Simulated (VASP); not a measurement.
Input:

```yaml
crystal:
  lattice:
    - [2.11647, -3.66584, 0.00000]
    - [2.11647, 3.66584, 0.00000]
    - [0.00000, 0.00000, 6.88155]
  atoms:
    - { symbol: Cd, position: [0.66667, 0.33333, 0.50007] }
    - { symbol: Cd, position: [0.33333, 0.66667, 0.00007] }
    - { symbol: S, position: [0.66667, 0.33333, 0.87693] }
    - { symbol: S, position: [0.33333, 0.66667, 0.37693] }
```

Method: PBE GGA with D4 dispersion, VASP's PBE PAW potentials (set 64) (plane waves; VASP). Numerical set-up: 520 eV cut-off, 6×6×4 Γ-centred mesh, Gaussian smearing of 0.050 eV, potentials Cd S.

### Question
Estimate the energy per atom (σ→0), pressure, band gap (on the k-mesh) with the smallest direct gap where there is one.

### Answer

```json
{
 "band gap (on the k-mesh)": "1.05 eV",
 "smallest direct gap (on the k-mesh)": "1.05 eV",
 "energy per atom (σ→0)": "-3.362 eV/atom",
 "pressure": "-2.92 GPa"
}
```

The compound is CdS in the wurtzite structure. This cell is one point of a volume scan, at 1.06 of the reference volume.
